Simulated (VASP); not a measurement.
# What goes wrong when the gap of TiO2 (Anatase) is computed with a bad input, part 2 of 2

Some runs for the gap of TiO2 (Anatase) get a fault in the input on purpose. Which of them show, and how? The starting structure is a measured crystal structure from the Crystallography Open Database. The atoms were first relaxed with LDA in that cell, in a run that isn't shown, and the relaxed structure is the one below.

VASP 6.6.1.

Results so far: reference 2.008 eV; a wide metal-type smearing 2.027 eV.

### Step 4. Bands with too few electronic steps

Level of this step: LDA; plane waves and PAW (Ti_sv, O) (VASP).

A slip made on purpose: too few electronic steps. Against step 2 the input has NELM = 4.

INCAR

```
SYSTEM = TiO2
PREC = Accurate
ENCUT = 460
EDIFF = 1E-06
NELM = 4
ISMEAR = 0
SIGMA = 0.03
LREAL = .FALSE.
ALGO = Normal
GGA = CA
NBANDS = 40
LASPH = .TRUE.
LORBIT = 11
LWAVE = .FALSE.
LCHARG = .FALSE.
KPAR = 8
```

POSCAR

```
TiO2
1.0
   -1.8921000000      1.8921000000      4.7573000000
    1.8921000000     -1.8921000000      4.7573000000
    1.8921000000      1.8921000000     -4.7573000000
Ti O
2 4
Direct
    0.7500000000      0.2500000000      0.5000000000
    0.0000000000      0.0000000000      0.0000000000
    0.7924867405      0.7924867405      0.0000000000
    0.5424867405      0.0424867405      0.5000000000
    0.9575132595      0.4575132595      0.5000000000
    0.2075132595      0.2075132595      0.0000000000
```

KPOINTS

```
Automatic mesh
0
Gamma
8 8 8
0 0 0
```

KPOINTS_OPT

```
Line mode
8
Line-mode
Reciprocal
  0.00000000   0.00000000   0.00000000 GAMMA
  0.00000000   0.00000000   0.50000000 X

  0.00000000   0.00000000   0.50000000 X
 -0.07909283   0.07909283   0.50000000 Y

 -0.07909283   0.07909283   0.50000000 Y
 -0.28954641   0.28954641   0.28954641 S

 -0.28954641   0.28954641   0.28954641 S
  0.00000000   0.00000000   0.00000000 GAMMA

  0.00000000   0.00000000   0.00000000 GAMMA
  0.50000000   0.50000000  -0.50000000 Z

  0.50000000   0.50000000  -0.50000000 Z
  0.28954641   0.71045359  -0.28954641 S1

  0.28954641   0.71045359  -0.28954641 S1
  0.00000000   0.50000000   0.00000000 N

  0.00000000   0.50000000   0.00000000 N
  0.25000000   0.25000000   0.25000000 P

  0.25000000   0.25000000   0.25000000 P
  0.50000000   0.50000000  -0.07909283 Y1

  0.50000000   0.50000000  -0.07909283 Y1
  0.50000000   0.50000000  -0.50000000 Z

  0.00000000   0.00000000   0.50000000 X
  0.25000000   0.25000000   0.25000000 P
```

PAW data sets: Ti_sv and O (LDA family, release 64).

The run is started by

```sh
> mpirun -np 8 vasp_std
```

Log:

```text
[... set-up lines as in an earlier step ...]
 entering main loop
       N       E                     dE             d eps       ncg     rms          rms(c)
[... 4 cycles as in an earlier step ...]
 -----------------------------------------------------------------------------
|                                                                             |
|           W    W    AA    RRRRR   N    N  II  N    N   GGGG   !!!           |
|           W    W   A  A   R    R  NN   N  II  NN   N  G    G  !!!           |
|           W    W  A    A  R    R  N N  N  II  N N  N  G       !!!           |
|           W WW W  AAAAAA  RRRRR   N  N N  II  N  N N  G  GGG   !            |
|           WW  WW  A    A  R   R   N   NN  II  N   NN  G    G                |
|           W    W  A    A  R    R  N    N  II  N    N   GGGG   !!!           |
|                                                                             |
|     The electronic self-consistency was not achieved in the given           |
|     number of steps (NELM). The forces and other quantities evaluated       |
|     might not be reliable so examine the results carefully. If you find     |
|     spurious results, we suggest increasing NELM, if you were close to      |
|     convergence or switching to a different ALGO or adjusting the           |
|     density mixing parameters otherwise.                                    |
|                                                                             |
 -----------------------------------------------------------------------------

   1 F= -.75463979E+02 E0= -.75463979E+02  d E =-.714232E-11
 Start KPOINTS_OPT (optional k-point list driver)
k-point batch [1-59\88]
       N       E                     dE             ncg
DAV:   1    -0.258928342903E+04   -0.65722E+05     4720
DAV:   2    -0.337099420397E+05   -0.31121E+05     4896
DAV:   3    -0.374689608121E+05   -0.37590E+04     6272
DAV:   4    -0.377290407696E+05   -0.26008E+03     6880
k-point batch [60-88\88]
       N       E                     dE             ncg
DAV:   1     0.248631273848E+05   -0.46129E+05     2320
DAV:   2     0.946969280013E+04   -0.15393E+05     2408
DAV:   3     0.761570944723E+04   -0.18540E+04     3176
DAV:   4     0.749419976649E+04   -0.12151E+03     3288
```

The job ended after 38 s (8 MPI ranks of Intel Xeon Platinum 8259CL at 2.50GHz (Skylake/Cascade Lake), shared host; peak memory 2.6 GiB).

OUTCAR, selected parts (step 4):

```text
  Total       35.2981827     35.2981827     43.1513321      0.0000000     -0.0000000      0.0000000
  in kB      830.1455173    830.1455173   1014.8365202      0.0000000     -0.0000000      0.0000000
  external PRESSURE =     891.7091850 kB  Pullay stress =       0.0000000 kB

 POSITION                                       TOTAL-FORCE (eV/Angst)
 -----------------------------------------------------------------------------------
      0.00000      1.89210      2.37865        -0.000000     -0.000000      0.000000
      0.00000      0.00000      0.00000        -0.000000     -0.000000     -0.000000
      0.00000      0.00000      7.54019        -0.000000     -0.000000      0.072600
      0.00000      1.89210      0.40424        -0.000000     -0.000000      0.072600
     -0.00000      1.89210      4.35306         0.000000      0.000000     -0.072600
      0.00000      0.00000      1.97441        -0.000000     -0.000000     -0.072600
 -----------------------------------------------------------------------------------
    total drift:                                0.000000      0.000000     -0.000000

  FREE ENERGIE OF THE ION-ELECTRON SYSTEM (eV)
  ---------------------------------------------------
  free  energy   TOTEN  =       -75.4639790231 eV

  energy  without entropy=      -75.4639790231  energy(sigma->0) =      -75.46397902

[... 2 parts as in an earlier step ...]

[... 1 further part left out ...]
[key lines of the parts left out:]
E-fermi :   0.2305
```

The electronic loop didn't reach EDIFF within its 4 cycles (NELM).

### Step 5. Bands with a fixed density without a density file

A slip made on purpose: a fixed density without a density file. Against step 2 the input has ICHARG = 11 (also changed: NELM).

Changes to INCAR since step 4:

```diff
@@ -4,3 +4,3 @@
 EDIFF = 1E-06
-NELM = 4
+NELM = 60
 ISMEAR = 0
@@ -16 +16,2 @@
 KPAR = 8
+ICHARG = 11
```

POSCAR is that of step 4.

KPOINTS is that of step 4.

KPOINTS_OPT is that of step 4.

The run is started by

```sh
> mpirun -np 8 vasp_std
```

Log:

```text
[banner, memory and clock lines left out]
running    8 mpi-ranks, on    1 nodes
[...]
|                                                                             |
|           W    W    AA    RRRRR   N    N  II  N    N   GGGG   !!!           |
|           W    W   A  A   R    R  NN   N  II  NN   N  G    G  !!!           |
|           W    W  A    A  R    R  N N  N  II  N N  N  G       !!!           |
|           W WW W  AAAAAA  RRRRR   N  N N  II  N  N N  G  GGG   !            |
|           WW  WW  A    A  R   R   N   NN  II  N   NN  G    G                |
|           W    W  A    A  R    R  N    N  II  N    N   GGGG   !!!           |
|                                                                             |
|     For optimal performance we recommend to set                             |
|       NCORE = 2 up to number-of-cores-per-socket                            |
|     NCORE specifies how many cores store one orbital (NPAR=cpu/NCORE).      |
|     This setting can greatly improve the performance of VASP for DFT.       |
[...]
LDA part: xc-table for (Slater(with rela. corr.)+CA(PZ))
 , standard interpolation
 POSCAR, INCAR and KPOINTS ok, starting setup
[...]
WARNING: CHGCAR is incomplete
|                                                                             |
|     EEEEEEE  RRRRRR   RRRRRR   OOOOOOO  RRRRRR      ###     ###     ###     |
|     E        R     R  R     R  O     O  R     R     ###     ###     ###     |
|     E        R     R  R     R  O     O  R     R     ###     ###     ###     |
|     EEEEE    RRRRRR   RRRRRR   O     O  RRRRRR       #       #       #      |
|     E        R   R    R   R    O     O  R   R                               |
|     E        R    R   R    R   O     O  R    R      ###     ###     ###     |
|     EEEEEEE  R     R  R     R  OOOOOOO  R     R     ###     ###     ###     |
|                                                                             |
|     ERROR: charge density could not be read from file CHGCAR for            |
|     ICHARG>10                                                               |
|                                                                             |
|       ---->  I REFUSE TO CONTINUE WITH THIS SICK JOB ... BYE!!! <----       |
|                                                                             |

1
1
1
1
1
1
1
1
```

Elapsed: 6.4 s, on 8 MPI ranks.

VASP stopped with this message: “ERROR: charge density could not be read from file CHGCAR for ICHARG>10”.

### Step 6. Bands with one electron missing

A slip made on purpose: one electron missing. Against step 2 the input has NELECT = 47 (also changed: NELM).

Changes to INCAR since step 5:

```diff
@@ -16,2 +16,2 @@
 KPAR = 8
-ICHARG = 11
+NELECT = 47
```

POSCAR is that of step 5.

KPOINTS is that of step 5.

KPOINTS_OPT is that of step 5.

The run is started by

```sh
> mpirun -np 8 vasp_std
```

Log:

```text
[... set-up lines as in an earlier step ...]
 entering main loop
       N       E                     dE             d eps       ncg     rms          rms(c)
DAV:   1     0.568107780465E+03    0.56811E+03   -0.20679E+04  4720   0.123E+03
DAV:   2    -0.201626800458E+00   -0.56831E+03   -0.51959E+03  4976   0.406E+02
DAV:   3    -0.714297640705E+02   -0.71228E+02   -0.69876E+02  6256   0.145E+02
DAV:   4    -0.754529282632E+02   -0.40232E+01   -0.40055E+01  6928   0.304E+01
DAV:   5    -0.755686562950E+02   -0.11573E+00   -0.11572E+00  5896   0.402E+00BRMIX: very serious problems
 the old and the new charge density differ
 old charge density:    48.00000 new   47.00000
BRMIX: very serious problems
 the old and the new charge density differ
 old charge density:    48.00000 new   47.00000
BRMIX: very serious problems
 the old and the new charge density differ
 old charge density:    48.00000 new   47.00000
BRMIX: very serious problems
 the old and the new charge density differ
 old charge density:    48.00000 new   47.00000
BRMIX: very serious problems
 the old and the new charge density differ
[...]
DAV:  15    -0.614567027112E+02   -0.14175E-05   -0.14399E-05  5504   0.247E-02    0.718E-03
DAV:  16    -0.614567024966E+02    0.21462E-06   -0.44852E-07  3696   0.529E-03
   1 F= -.61456702E+02 E0= -.61455479E+02  d E =-.244727E-02
 Start KPOINTS_OPT (optional k-point list driver)
k-point batch [1-59\88]
       N       E                     dE             ncg
DAV:   1    -0.432151747971E+04   -0.65483E+05     4720
DAV:   2    -0.353217387137E+05   -0.31000E+05     4944
DAV:   3    -0.391093819759E+05   -0.37876E+04     6232
DAV:   4    -0.393685847414E+05   -0.25920E+03     6896
[...]
DAV:   8    -0.393777174356E+05   -0.74556E-04     5352
DAV:   9    -0.393777174376E+05   -0.19957E-05     3568
DAV:  10    -0.393777174378E+05   -0.18430E-06     3656
k-point batch [60-88\88]
       N       E                     dE             ncg
DAV:   1     0.230877441264E+05   -0.45629E+05     2320
DAV:   2     0.778043000686E+04   -0.15307E+05     2432
DAV:   3     0.590900100108E+04   -0.18714E+04     3120
DAV:   4     0.578428562896E+04   -0.12472E+03     3320
[...]
DAV:   8     0.578017043679E+04   -0.28273E-04     2432
DAV:   9     0.578017043557E+04   -0.12165E-05     1760
DAV:  10     0.578017043548E+04   -0.87945E-07     1768
```

Run time: 1.7 min. Hardware: 8 MPI ranks; peak memory 2.8 GiB; 13 min of CPU time.

From OUTCAR (step 6):

```text
  Total      -12.7441558    -12.7441558     -9.1549315      0.0000000      0.0000000      0.0000000
  in kB     -299.7180877   -299.7180877   -215.3064188      0.0000000      0.0000000      0.0000000
  external PRESSURE =    -271.5808647 kB  Pullay stress =       0.0000000 kB

 POSITION                                       TOTAL-FORCE (eV/Angst)
 -----------------------------------------------------------------------------------
      0.00000      1.89210      2.37865         0.000000      0.000000      0.000000
      0.00000      0.00000      0.00000         0.000000      0.000000      0.000000
      0.00000      0.00000      7.54019         0.000000     -0.000000     -0.443551
      0.00000      1.89210      0.40424        -0.000000      0.000000     -0.443551
     -0.00000      1.89210      4.35306        -0.000000      0.000000      0.443551
      0.00000      0.00000      1.97441         0.000000     -0.000000      0.443551
 -----------------------------------------------------------------------------------
    total drift:                                0.000000      0.000000     -0.000000

  FREE ENERGIE OF THE ION-ELECTRON SYSTEM (eV)
  ---------------------------------------------------
  free  energy   TOTEN  =       -61.4567024966 eV

  energy  without entropy=      -61.4542552272  energy(sigma->0) =      -61.45547886

[... 2 parts as in an earlier step ...]

[... 1 further part left out ...]
[key lines of the parts left out:]
E-fermi :   2.3163
```

With one electron missing there is no gap to read, since by its occupations the run counts as a metal (its levels may still leave one).

### Step 7. All runs side by side

```tsv
run	ended	gap (eV)	change (eV)	core minutes
reference	converged	2.008	-	18.4
a wide metal-type smearing	converged	2.027	0.019	14.9
too few electronic steps	not converged	-	-	5.07
a fixed density without a density file	stopped by VASP	-	-	0.853
one electron missing	converged	none	-	13.6
```

Core minutes are wall time times ranks of the run shown, on a shared host.

### Step 8. Outcome

- reference gap: 2.008 eV
- gap with a wide metal-type smearing: 2.027 eV
- gap with one electron missing: none to read from the occupations
- run with too few electronic steps: not converged
- run with a fixed density without a density file: stopped by VASP

In words: VASP stopped by itself in the run with a fixed density without a density file. The run with too few electronic steps didn't converge. Finished, but with signs in the output that stand out against the reference: a wide metal-type smearing, with the gap changed by +0.02 eV (signs: a large entropy term in the energy and forces of up to 0.08 eV/Å); one electron missing, with no gap to read, since by its occupations the run counts as a metal (its levels may still leave one) (signs: a warning on the charge density, a stress of up to 30.0 GPa and forces of up to 0.44 eV/Å). Further runs on this material are not shown.

[Lines on the potential files, build, host, timing and source positions are cut from VASP's logs without a mark.]

[Logs are printed without paths, hosts, clocks, repeated set-up lines and the standing remarks that a program may print on its own settings, such as how far it seeks lower states.]

[Hosts, paths, dates, database ids (printed as entryN), source tags and the programs' standing remarks are cut or masked in the printed files.]
